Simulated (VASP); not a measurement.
# Pd3PbC (Pm-3m) in VASP: a series of runs

The runs below take Pd3PbC through single point, with PBE.

Program: VASP 6.6.1. These are calculated values, not measurements. Logs are shortened: lines on timing, memory, paths and dates and some standing lists are left out, and cuts for length are marked.

**1. The crystal as given**

The structure is cubic, space group Pm-3m (No. 221). Conventional cell: a = 4.299 Å, b = 4.299 Å, c = 4.299 Å, α = 90.00°, β = 90.00°, γ = 90.00°. Pd (site symmetry 4/mmm) is surrounded by 2 C at 2.15 Å. Pb (site symmetry m-3m) has 12 Pd at 3.04 Å as nearest neighbours. C (site symmetry m-3m) is surrounded by 6 Pd at 2.15 Å.

The cell comes from a database or a generator and needn't be the stable form of this composition.

**2. Single point, PBE**

Contents of INCAR:

```
  PREC = Accurate
  ENCUT = 520
  EDIFF = 1E-6
  ISMEAR = -1
  SIGMA = 0.1
  LREAL = False
  LASPH = True
  NELM = 100
  ALGO = Normal
  ISIF = 2
  LWAVE = False
  LCHARG = True
  GGA = PE
  LELF = True
  LVHAR = True
  NBANDS = 32
```

Contents of KPOINTS:

```
Automatic mesh
0
Gamma
  5 5 5
```

Contents of POSCAR:

```
Pd3PbC
1.0
    4.2989450000      0.0000000000      0.0000000000
    0.0000000000      4.2989450000      0.0000000000
    0.0000000000      0.0000000000      4.2989450000
Pd Pb C
3 1 1
Direct
    0.0000000000      0.5000000000      0.5000000000
    0.5000000000      0.5000000000      0.0000000000
    0.5000000000      0.0000000000      0.5000000000
    0.0000000000      0.0000000000      0.0000000000
    0.5000000000      0.5000000000      0.5000000000
```

Potentials or basis: VASP PAW PBE potentials, release 64 (Pd, Pb_d, C).

Launch:

```sh
$ cat potpaw_PBE.64/Pd/POTCAR potpaw_PBE.64/Pb_d/POTCAR potpaw_PBE.64/C/POTCAR > POTCAR
$ mpirun -np 1 vasp_std > vasp.out
```

OUTCAR:

```text
PREC = Accurate
   ENCUT = 520
   EDIFF = 1E-6
   ISMEAR = -1
   LREAL = False
   LASPH = True
   NELM = 100
   ISIF = 2
   GGA = PE

 ion  position               nearest neighbor table
   1  0.000  0.500  0.500-   5 2.15   5 2.15   4 3.04   2 3.04   2 3.04   4 3.04   3 3.04   4 3.04
                             4 3.04   2 3.04   3 3.04   3 3.04   2 3.04   3 3.04
   2  0.500  0.500  0.000-   5 2.15   5 2.15   4 3.04   1 3.04   1 3.04   3 3.04   3 3.04   3 3.04
                             4 3.04   3 3.04   1 3.04   4 3.04   1 3.04   4 3.04
   3  0.500  0.000  0.500-   5 2.15   5 2.15   4 3.04   1 3.04   2 3.04   4 3.04   1 3.04   2 3.04
                             2 3.04   2 3.04   1 3.04   4 3.04   4 3.04   1 3.04
   4  0.000  0.000  0.000-   1 3.04   2 3.04   3 3.04   1 3.04   3 3.04   1 3.04   2 3.04   1 3.04
                             2 3.04   3 3.04   3 3.04   2 3.04
   5  0.500  0.500  0.500-   1 2.15   2 2.15   3 2.15   2 2.15   3 2.15   1 2.15

  LATTYP: Found a simple cubic cell.
 ALAT       =     4.2989450000

  Lattice vectors:

 A1 = (   4.2989450000,   0.0000000000,   0.0000000000)
 A2 = (   0.0000000000,   4.2989450000,   0.0000000000)
 A3 = (   0.0000000000,   0.0000000000,   4.2989450000)

Analysis of symmetry for initial positions (statically):
=====================================================================
 Subroutine PRICEL returns:
 Original cell was already a primitive cell.

 Routine SETGRP: Setting up the symmetry group for a
 simple cubic supercell.

 Subroutine GETGRP returns: Found 48 space group operations
 (whereof 48 operations were pure point group operations)
 out of a pool of 48 trial point group operations.

The static configuration has the point symmetry O_h .

Analysis of symmetry for dynamics (positions and initial velocities):
=====================================================================
 Subroutine PRICEL returns:
 Original cell was already a primitive cell.

 Routine SETGRP: Setting up the symmetry group for a
 simple cubic supercell.

 Subroutine GETGRP returns: Found 48 space group operations
 (whereof 48 operations were pure point group operations)
 out of a pool of 48 trial point group operations.

The dynamic configuration has the point symmetry O_h .

 Subroutine INISYM returns: Found 48 space group operations
 (whereof 48 operations are pure point group operations),
 and found     1 'primitive' translations

----------------------------------------------------------------------------------------

[... 86 lines left out ...]
   NSW    =      0    number of steps for IOM
   IBRION =     -1    ionic relax: 0-MD 1-quasi-New 2-CG
   NFREE  =      0    steps in history (QN), initial steepest desc. (CG)
   ISIF   =      2    stress and relaxation
   ISYM   =      2    0-nonsym 1-usesym 2-fastsym
   POTIM  = 0.5000    time-step for ionic-motion
   TEBEG  =    0.0;   TEEND  =   0.0 temperature during run
   PSTRESS=    0.0 pullay stress
   NELECT =      48.0000    total number of electrons
   NUPDOWN=      -1.0000    fix difference up-down
   EMIN   =  10.00;   EMAX   =-10.00  energy-range for DOS
   EFERMI =   0.00;   METHOD = LEGACY
   ISMEAR =    -1;   SIGMA  =   0.10  broadening in eV -4-tet -1-fermi 0-gaus
   EFERMI_NEDOS =   21; number of points for ismear=-14 and -15
   IALGO  =     38    algorithm
   IMIX   =      4    mixing-type and parameters
     AMIX     =   0.40;   BMIX     =  1.00
     AMIX_MAG =   1.60;   BMIX_MAG =  1.00
  volume/ion in A,a.u.               =      15.89       107.23
  Fermi-wavevector in a.u.,A,eV,Ry     =   1.383970  2.615324 26.060233  1.915373
  Thomas-Fermi vector in A             =   2.508518
   LORBIT       =      0    0 simple, 1 ext, 2 COOP (PROOUT), +10 PAW based schemes
   GGA     = PE    functional components
   LHFCALC =     F    Hartree Fock is set to
   AEXX    =    0.0000 exact exchange contribution
   IVDW    =     0    specifies the selected vdW correction
   LEPSILON=     F    determine dielectric tensor
   LRPA    =     F    only Hartree local field effects (RPA)
 non-spin polarized calculation
  energy-cutoff  :      520.00
  volume of cell :       79.45
 maximum number of plane-waves:      2164
 NGX is ok and might be reduce to    32
   NGX = 15   NGY = 15   NGZ = 15

 number of electron      47.9999989 magnetization

 Free energy of the ion-electron system (eV)
  ---------------------------------------------------
  ext. energy  EPLUGINS =         0.00000000
  ---------------------------------------------------
  free energy    TOTEN  =       -27.54836929 eV

  energy without entropy =      -27.43084963  energy(sigma->0) =      -27.48960946

 E-fermi :   8.9911     XC(G=0): -12.1960

 val. band max:        8.9785904743   @ k =   0.4000   0.0000   0.0000
 cond. band min:       9.1540367182   @ k =   0.2000   0.0000   0.0000
 fundamental gap:      0.1754462439
 Fermi energy:         8.9911160375

 k-point     1 :       0.0000    0.0000    0.0000
  band No.  band energies     occupation
      1      -7.5920      2.00000
      2      -7.5920      2.00000
      3      -7.5699      2.00000
      4      -7.5699      2.00000
      5      -7.5699      2.00000
      6      -3.5799      2.00000
[... 339 lines left out ...]
     31      16.9944      0.00000
     32      19.0005      0.00000

------------------------ aborting loop because EDIFF is reached ----------------------------------------

  FORCE on cell =-STRESS in cart. coord.  units (eV):
  Direction    XX          YY          ZZ          XY          YZ          ZX
  --------------------------------------------------------------------------------------
  -------------------------------------------------------------------------------------
  Total       -0.5257157     -0.5257157     -0.5257157     -0.0000000     -0.0000000      0.0000000
  in kB      -10.6017076    -10.6017076    -10.6017076     -0.0000000     -0.0000000      0.0000000
  external PRESSURE =     -10.6017076 kB  Pullay stress =       0.0000000 kB

 VOLUME and BASIS-vectors are now :
 -----------------------------------------------------------------------------
  energy-cutoff  :      520.00
  volume of cell :       79.45
      direct lattice vectors                 reciprocal lattice vectors
     4.298945000  0.000000000  0.000000000     0.232615211  0.000000000  0.000000000
     0.000000000  4.298945000  0.000000000     0.000000000  0.232615211  0.000000000
     0.000000000  0.000000000  4.298945000     0.000000000  0.000000000  0.232615211

 POSITION                                       TOTAL-FORCE (eV/Angst)
 -----------------------------------------------------------------------------------
      0.00000      2.14947      2.14947         0.000000      0.000000      0.000000
      2.14947      2.14947      0.00000         0.000000      0.000000      0.000000
      2.14947      0.00000      2.14947         0.000000      0.000000      0.000000
      0.00000      0.00000      0.00000         0.000000      0.000000      0.000000
      2.14947      2.14947      2.14947         0.000000      0.000000      0.000000
 -----------------------------------------------------------------------------------
    total drift:                                0.000000     -0.000000     -0.000000

  FREE ENERGIE OF THE ION-ELECTRON SYSTEM (eV)
  ---------------------------------------------------
  free  energy   TOTEN  =       -27.5483692949 eV

  energy  without entropy=      -27.4308496303  energy(sigma->0) =      -27.48960946
```

Wall time 33 s (1 thread of AMD EPYC 7R13 (Zen 3), shared host); peak memory 0.16 GiB.

What came out:

| Property | Result |
| --- | --- |
| Free energy | -27.5484 eV |
| Pressure | -1.1 GPa |
| Band gap on the k mesh | none (metal or under the smearing width) |

Levels at points of the mesh, in eV from the Fermi level:
| k point | band 20 | band 21 | band 22 | band 23 | band 24 | band 25 | band 26 | band 27 | band 28 | band 29 |
| --- | --- | --- | --- | --- | --- | --- | --- | --- | --- | --- |
| (0.00, 0.00, 0.00) | -2.14 | -1.07 | -1.07 | -1.07 | -1.05 | 0.25 | 1.67 | 1.67 | 1.67 | 5.38 |

**3. Single point, PBE**

Contents of INCAR:

```
SYSTEM = Pd3PbC
  PREC = Accurate
  ENCUT = 520
  EDIFF = 1E-6
  ISMEAR = -1
  SIGMA = 0.1
  LREAL = .FALSE.
  LASPH = .TRUE.
  NELM = 100
  ALGO = Normal
  ISIF = 2
  LWAVE = .FALSE.
  LCHARG = .FALSE.
  GGA = PE
  NBANDS = 32
```

Contents of KPOINTS:

```
Automatic mesh
0
G
  5 5 5
  0 0 0
```

POSCAR is that of step 2.

Potentials or basis: VASP PAW PBE potentials, release 64 (Pd, Pb_d, C).

Launch:

```sh
$ cat potpaw_PBE.64/Pd/POTCAR potpaw_PBE.64/Pb_d/POTCAR potpaw_PBE.64/C/POTCAR > POTCAR
$ mpirun -np 1 vasp_std > vasp.out
```

Run time: 28 s. Hardware: 1 thread of AMD EPYC 7R13 (Zen 3), shared host; peak memory 0.16 GiB.

The run converged. Its results:

- Free energy: -27.5484 eV
- Pressure: -1.1 GPa
- Band gap on the k mesh: none (metal or under the smearing width)

Levels at points of the mesh, in eV from the Fermi level:
| k point | band 20 | band 21 | band 22 | band 23 | band 24 | band 25 | band 26 | band 27 | band 28 | band 29 |
| --- | --- | --- | --- | --- | --- | --- | --- | --- | --- | --- |
| (0.00, 0.00, 0.00) | -2.14 | -1.07 | -1.07 | -1.07 | -1.05 | 0.25 | 1.67 | 1.67 | 1.67 | 5.38 |

Spin-orbit coupling is left out, which matters for the levels of Pb.
